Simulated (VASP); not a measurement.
Data:

```
CELL_PARAMETERS angstrom
      1.58682    -2.74846     0.00000
      1.58682     2.74846     0.00000
      0.00000     0.00000    12.82882
ATOMIC_POSITIONS crystal
  Mo 0.33333 0.66667 0.25000
  Mo 0.66667 0.33333 0.75000
  S  0.33333 0.66667 0.87099
  S  0.66667 0.33333 0.37099
  S  0.66667 0.33333 0.12901
  S  0.33333 0.66667 0.62901
```

Method: SCAN meta-GGA, VASP's PBE PAW potentials (set 64) (plane waves; VASP). Run with 520 eV cut-off, 9×9×2 Γ-centred mesh, tetrahedra with Blöchl corrections, potentials Mo_sv S.

Problem. Predict the energy per atom (σ→0), band gap (over mesh and band path) with the smallest direct gap where there is one.

Solution. 
```json
{
 "band gap (over mesh and band path)": "1.19 eV",
 "smallest direct gap (over mesh and band path)": "1.76 eV",
 "energy per atom (σ→0)": "-18.988 eV/atom"
}
```

Only differences to runs with the same potentials and settings are physical.

The compound is MoS2 in the 2H layered structure. It was relaxed first, which changed the volume by +5 %.
